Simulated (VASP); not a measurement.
# ZrGeW4 (F-43m) in VASP: a series of runs

The runs below take ZrGeW4 through single point, with r2SCAN.

All numbers are computed with VASP 6.6.1; they aren't measurements. Logs are shortened: lines on timing, memory, paths and dates and some standing lists are left out, and cuts for length are marked.

## 1. Starting point

It takes space group F-43m (No. 216, cubic). The conventional cell has a = 7.522 Å, b = 7.522 Å, c = 7.522 Å, α = 90.00°, β = 90.00°, γ = 90.00°. Zr (site symmetry -43m) is surrounded by 12 W at 3.12 Å and 4 Ge at 3.26 Å. W (site symmetry 3m) has 6 W at 2.65 to 2.67 Å as nearest neighbours. Ge (site symmetry -43m) has 12 W at 3.12 Å and 4 Zr at 3.26 Å as nearest neighbours.

The cell was built by a generator and needn't be a form met in nature.

## 2. Single point, r2SCAN

Contents of POSCAR:

```
ZrGeW4
1.0
    0.0000000000      3.7608494722      3.7608494722
    3.7608494722      0.0000000000      3.7608494722
    3.7608494722      3.7608494722      0.0000000000
Zr W Ge
1 4 1
Direct
    0.0000000000      0.0000000000      0.0000000000
    0.6245067466      0.6245067466      0.6245067466
    0.1264797603      0.6245067466      0.6245067466
    0.6245067466      0.6245067466      0.1264797603
    0.6245067466      0.1264797603      0.6245067466
    0.2500000000      0.2500000000      0.2500000000
```

Contents of INCAR.step1:

```
SYSTEM = ZrGeW4
ALGO = Normal
EDIFF = 1E-4
ENCUT = 520
GGA = PE
ISMEAR = -1
LASPH = .True.
LCHARG = .False.
LREAL = .False.
LWAVE = .True.
NBANDS = 50
NELM = 100
PREC = Accurate
SIGMA = 0.0337
```

Contents of INCAR.step2:

```
SYSTEM = ZrGeW4
ALGO = Normal
EDIFF = 1E-6
ENCUT = 520
ISIF = 2
ISMEAR = -1
ISTART = 1
LASPH = .True.
LCHARG = .True.
LELF = .True.
LMIXTAU = .True.
LREAL = .False.
LVHAR = .True.
LWAVE = .False.
METAGGA = R2SCAN
NBANDS = 50
NELM = 100
PREC = Accurate
SIGMA = 0.0337
```

Contents of KPOINTS:

```
k-points
0
Gamma
  8 8 8
  0 0 0
```

Potentials or basis: VASP PAW PBE potentials, release 64 (Zr_sv, W_sv, Ge_d).

Launch:

```
> cat potpaw_PBE.64/Zr_sv/POTCAR potpaw_PBE.64/W_sv/POTCAR potpaw_PBE.64/Ge_d/POTCAR > POTCAR
> cp INCAR.step1 INCAR
> mpirun -np 1 vasp_std > vasp.out
> cp INCAR.step2 INCAR
> mpirun -np 1 vasp_std > vasp.out
```

OUTCAR:

```text
SYSTEM = ZrGeW4
   EDIFF = 1E-6
   ENCUT = 520
   ISIF = 2
   ISMEAR = -1
   ISTART = 1
   LASPH = .True.
   LREAL = .False.
   METAGGA = R2SCAN
   NELM = 100
   PREC = Accurate

 ion  position               nearest neighbor table
   1  0.000  0.000  0.000-   3 3.12   4 3.12   5 3.12   2 3.12   2 3.12   2 3.12   5 3.12   3 3.12
                             5 3.12   4 3.12   3 3.12   4 3.12   6 3.26   6 3.26   6 3.26   6 3.26
   2  0.625  0.625  0.625-   3 2.65   4 2.65   5 2.65   3 2.67   5 2.67   4 2.67   6 3.12   6 3.12
                             6 3.12   1 3.12   1 3.12   1 3.12
   3  0.126  0.625  0.625-   2 2.65   4 2.65   5 2.65   5 2.67   4 2.67   2 2.67   6 3.12   6 3.12
                             6 3.12   1 3.12   1 3.12   1 3.12
   4  0.625  0.625  0.126-   2 2.65   3 2.65   5 2.65   5 2.67   3 2.67   2 2.67   6 3.12   6 3.12
                             6 3.12   1 3.12   1 3.12   1 3.12
   5  0.625  0.126  0.625-   2 2.65   3 2.65   4 2.65   3 2.67   4 2.67   2 2.67   6 3.12   6 3.12
                             6 3.12   1 3.12   1 3.12   1 3.12
   6  0.250  0.250  0.250-   3 3.12   5 3.12   3 3.12   4 3.12   4 3.12   5 3.12   2 3.12   2 3.12
                             2 3.12   3 3.12   4 3.12   5 3.12   1 3.26   1 3.26   1 3.26   1 3.26

  LATTYP: Found a face centered cubic cell.
 ALAT       =     7.5216989444

  Lattice vectors:

 A1 = (   0.0000000000,   3.7608494722,   3.7608494722)
 A2 = (   3.7608494722,   0.0000000000,   3.7608494722)
 A3 = (   3.7608494722,   3.7608494722,   0.0000000000)

Analysis of symmetry for initial positions (statically):
=====================================================================
 Subroutine PRICEL returns:
 Original cell was already a primitive cell.

 Routine SETGRP: Setting up the symmetry group for a
 face centered cubic supercell.

 Subroutine GETGRP returns: Found 24 space group operations
 (whereof 24 operations were pure point group operations)
 out of a pool of 48 trial point group operations.

The static configuration has the point symmetry T_d .

Analysis of symmetry for dynamics (positions and initial velocities):
=====================================================================
 Subroutine PRICEL returns:
 Original cell was already a primitive cell.

 Routine SETGRP: Setting up the symmetry group for a
 face centered cubic supercell.

 Subroutine GETGRP returns: Found 24 space group operations
 (whereof 24 operations were pure point group operations)
 out of a pool of 48 trial point group operations.

The dynamic configuration has the point symmetry T_d .
[... 110 lines left out ...]
   NSW    =      0    number of steps for IOM
   IBRION =     -1    ionic relax: 0-MD 1-quasi-New 2-CG
   NFREE  =      0    steps in history (QN), initial steepest desc. (CG)
   ISIF   =      2    stress and relaxation
   ISYM   =      2    0-nonsym 1-usesym 2-fastsym
   POTIM  = 0.5000    time-step for ionic-motion
   TEBEG  =    0.0;   TEEND  =   0.0 temperature during run
   PSTRESS=    0.0 pullay stress
   NELECT =      82.0000    total number of electrons
   NUPDOWN=      -1.0000    fix difference up-down
   EMIN   =  10.00;   EMAX   =-10.00  energy-range for DOS
   EFERMI =   0.00;   METHOD = LEGACY
   ISMEAR =    -1;   SIGMA  =   0.03  broadening in eV -4-tet -1-fermi 0-gaus
   EFERMI_NEDOS =   21; number of points for ismear=-14 and -15
   IALGO  =     38    algorithm
   IMIX   =      4    mixing-type and parameters
     AMIX     =   0.40;   BMIX     =  1.00
     AMIX_MAG =   1.60;   BMIX_MAG =  1.00
  volume/ion in A,a.u.               =      17.73       119.66
  Fermi-wavevector in a.u.,A,eV,Ry     =   1.501010  2.836497 30.654336  2.253030
  Thomas-Fermi vector in A             =   2.612436
   LORBIT       =      0    0 simple, 1 ext, 2 COOP (PROOUT), +10 PAW based schemes
   METAGGA = R2SCAN    functional components
   LHFCALC =     F    Hartree Fock is set to
   AEXX    =    0.0000 exact exchange contribution
   IVDW    =     0    specifies the selected vdW correction
   LEPSILON=     F    determine dielectric tensor
   LRPA    =     F    only Hartree local field effects (RPA)
 non-spin polarized calculation
  energy-cutoff  :      520.00
  volume of cell :      106.39
 maximum number of plane-waves:      2884
   NGX = 19   NGY = 19   NGZ = 19

 number of electron      82.0000006 magnetization

 Free energy of the ion-electron system (eV)
  ---------------------------------------------------
  ext. energy  EPLUGINS =         0.00000000
  ---------------------------------------------------
  free energy    TOTEN  =      -239.99798578 eV

  energy without entropy =     -239.98642629  energy(sigma->0) =     -239.99220603

 E-fermi :   9.5605     XC(G=0): -13.7893

 val. band max:        9.5152349805   @ k =  -0.1250   0.1250   0.0000
 cond. band min:       9.5650368150   @ k =   0.3750   0.2500   0.1250
 fundamental gap:      0.0498018344
 Fermi energy:         9.5604935490

 k-point     1 :       0.0000    0.0000    0.0000
  band No.  band energies     occupation
      1     -66.0566      2.00000
      2     -65.8640      2.00000
      3     -65.8640      2.00000
      4     -65.8640      2.00000
      5     -40.4280      2.00000
      6     -30.8026      2.00000
[... 1261 lines left out ...]
     49      12.7648      0.00000
     50      13.1963      0.00000

 [... further k-points ...]

------------------------ aborting loop because EDIFF is reached ----------------------------------------

  FORCE on cell =-STRESS in cart. coord.  units (eV):
  Direction    XX          YY          ZZ          XY          YZ          ZX
  --------------------------------------------------------------------------------------
  -------------------------------------------------------------------------------------
  Total        0.4512028      0.4512028      0.4512028     -0.0000000     -0.0000000      0.0000000
  in kB        6.7950795      6.7950795      6.7950795     -0.0000000     -0.0000000      0.0000000
  external PRESSURE =       6.7950795 kB  Pullay stress =       0.0000000 kB

 VOLUME and BASIS-vectors are now :
 -----------------------------------------------------------------------------
  energy-cutoff  :      520.00
  volume of cell :      106.39
      direct lattice vectors                 reciprocal lattice vectors
     0.000000000  3.760849472  3.760849472    -0.132948687  0.132948687  0.132948687
     3.760849472  0.000000000  3.760849472     0.132948687 -0.132948687  0.132948687
     3.760849472  3.760849472  0.000000000     0.132948687  0.132948687 -0.132948687

 POSITION                                       TOTAL-FORCE (eV/Angst)
 -----------------------------------------------------------------------------------
      0.00000      0.00000      0.00000        -0.000000     -0.000000     -0.000000
      4.69735      4.69735      4.69735        -0.007524     -0.007524     -0.007524
      4.69735      2.82435      2.82435        -0.007524      0.007524      0.007524
      2.82435      2.82435      4.69735         0.007524      0.007524     -0.007524
      2.82435      4.69735      2.82435         0.007524     -0.007524      0.007524
      1.88042      1.88042      1.88042         0.000000     -0.000000     -0.000000
 -----------------------------------------------------------------------------------
    total drift:                               -0.000005     -0.000005     -0.000005

  FREE ENERGIE OF THE ION-ELECTRON SYSTEM (eV)
  ---------------------------------------------------
  free  energy   TOTEN  =      -239.9979857779 eV

  energy  without entropy=     -239.9864262878  energy(sigma->0) =     -239.99220603
```

OSZICAR.step1:

```text
N       E                     dE             d eps       ncg     rms          rms(c)
DAV:   1     0.112472139486E+04    0.11247E+04   -0.45309E+04  3604   0.285E+03
DAV:   2     0.542397996502E+02   -0.10705E+04   -0.10423E+04  2948   0.807E+02
DAV:   3    -0.567444335808E+02   -0.11098E+03   -0.10504E+03  3182   0.189E+02
DAV:   4    -0.651436614488E+02   -0.83992E+01   -0.81575E+01  4152   0.466E+01
DAV:   5    -0.655745369428E+02   -0.43088E+00   -0.42974E+00  4512   0.907E+00    0.412E+01
DAV:   6    -0.635826617878E+02    0.19919E+01   -0.26176E+00  3566   0.105E+01    0.178E+01
DAV:   7    -0.630452125258E+02    0.53745E+00   -0.17329E+00  3800   0.780E+00    0.127E+00
DAV:   8    -0.630395863028E+02    0.56262E-02   -0.11387E-01  3788   0.190E+00    0.646E-01
DAV:   9    -0.630382448250E+02    0.13415E-02   -0.13838E-02  4102   0.648E-01    0.173E-01
DAV:  10    -0.630379658977E+02    0.27893E-03   -0.26071E-03  3536   0.185E-01    0.120E-01
DAV:  11    -0.630379884171E+02   -0.22519E-04   -0.17276E-04  2372   0.740E-02
   1 F= -.63037988E+02 E0= -.63031896E+02  d E =-.121858E-01
```

Run time: 5.7 min. Hardware: 1 thread of AMD EPYC 9R45 (Zen 5), shared host; peak memory 0.31 GiB.

Results:

```
Free energy            : -239.9980 eV
Pressure               : 0.7 GPa
Largest force          : 0.013 eV/Å
Band gap on the k mesh : none (metal or under the smearing width)
```

Forces on the atoms (eV/Å):
```
Zr   0.000  0.000  0.000
W   -0.008 -0.008 -0.008
W   -0.008  0.008  0.008
W    0.008  0.008 -0.008
W    0.008 -0.008  0.008
Ge   0.000  0.000  0.000
```

Levels at points of the mesh, in eV from the Fermi level:
| k point | band 37 | band 38 | band 39 | band 40 | band 41 | band 42 | band 43 | band 44 | band 45 | band 46 |
| --- | --- | --- | --- | --- | --- | --- | --- | --- | --- | --- |
| (0.00, 0.00, 0.00) | -0.40 | -0.40 | -0.40 | 0.21 | 0.21 | 2.19 | 2.19 | 2.19 | 2.61 | 2.61 |
| (0.50, 0.00, 0.00) | -1.48 | -1.47 | -1.47 | -0.96 | -0.96 | 0.43 | 1.86 | 1.86 | 2.18 | 2.31 |
| (0.50, 0.50, 0.00) | -1.59 | -1.57 | -0.89 | -0.89 | -0.51 | -0.51 | -0.38 | 1.00 | 2.06 | 2.32 |

Caveat: the PAW data sets were made with another functional, which shifts forces and pressure a little.

## 3. Single point, r2SCAN

This run uses another cell than the first one, of 15.15 Å³/atom, 0.855 times its volume.

Contents of POSCAR:

```
ZrGeW4
1.0
    0.0000000000      3.5689420500      3.5689420500
    3.5689420500      0.0000000000      3.5689420500
    3.5689420500      3.5689420500      0.0000000000
Zr W Ge
1 4 1
Direct
    0.0000000000      0.0000000000      0.0000000000
    0.6250000000      0.6250000000      0.6250000000
    0.1250000000      0.6250000000      0.6250000000
    0.6250000000      0.6250000000      0.1250000000
    0.6250000000      0.1250000000      0.6250000000
    0.2500000000      0.2500000000      0.2500000000
```

Contents of INCAR.step1:

```
ALGO     = Normal         # electronic algorithm
EDIFF    = 1E-4           # SCF threshold, eV
ENCUT    = 520            # plane-wave cutoff, eV
GGA      = PE             # functional
ISMEAR   = -1             # smearing method
LASPH    = T              # aspherical terms in the spheres
LCHARG   = F              # write CHGCAR
LREAL    = F              # projectors in reciprocal space
LWAVE    = T              # write WAVECAR
NBANDS   = 50             # bands
NELM     = 100            # most SCF steps
PREC     = Accurate       # precision mode
SIGMA    = 0.0337         # smearing width, eV
```

Contents of INCAR.step2:

```
ALGO     = Normal         # electronic algorithm
EDIFF    = 1E-7           # SCF threshold, eV
ENCUT    = 520            # plane-wave cutoff, eV
ISIF     = 2              # what is computed and relaxed
ISMEAR   = -1             # smearing method
ISTART   = 1            
LASPH    = T              # aspherical terms in the spheres
LCHARG   = F              # write CHGCAR
LMIXTAU  = T            
LREAL    = F              # projectors in reciprocal space
LWAVE    = F              # write WAVECAR
METAGGA  = R2SCAN         # meta-GGA
NBANDS   = 50             # bands
NELM     = 100            # most SCF steps
PREC     = Accurate       # precision mode
SIGMA    = 0.0337         # smearing width, eV
```

Contents of KPOINTS:

```
k-points
0
Gamma
  8 8 8
```

Potentials or basis: VASP PAW PBE potentials, release 64 (Zr_sv, W_sv, Ge_d).

Launch:

```
> cat potpaw_PBE.64/Zr_sv/POTCAR potpaw_PBE.64/W_sv/POTCAR potpaw_PBE.64/Ge_d/POTCAR > POTCAR
> cp INCAR.step1 INCAR
> mpirun -np 1 vasp_std > vasp.out
> cp INCAR.step2 INCAR
> mpirun -np 1 vasp_std > vasp.out
```

Run time: 6.7 min. Hardware: 1 thread of AMD EPYC 9R45 (Zen 5), shared host; peak memory 0.3 GiB.

The run converged. Its results:

```
Free energy            : -237.9950 eV
Pressure               : 45.9 GPa
Band gap on the k mesh : none (metal or under the smearing width)
```

Levels at points of the mesh, in eV from the Fermi level:
| k point | band 39 | band 40 | band 41 | band 42 | band 43 | band 44 |
| --- | --- | --- | --- | --- | --- | --- |
| (0.00, 0.00, 0.00) | -0.39 | 0.10 | 0.10 | 2.34 | 2.34 | 2.34 |
| (0.50, 0.00, 0.00) | -1.31 | -1.23 | -1.23 | 0.63 | 1.99 | 1.99 |
| (0.50, 0.50, 0.00) | -1.35 | -1.35 | -0.76 | -0.76 | -0.64 | 1.06 |

Caveat: a pressure of tens of GPa on the cell as given is suspect, and the run, the potentials or the cell itself is likely at fault; the PAW data sets were made with another functional, which shifts forces and pressure a little.
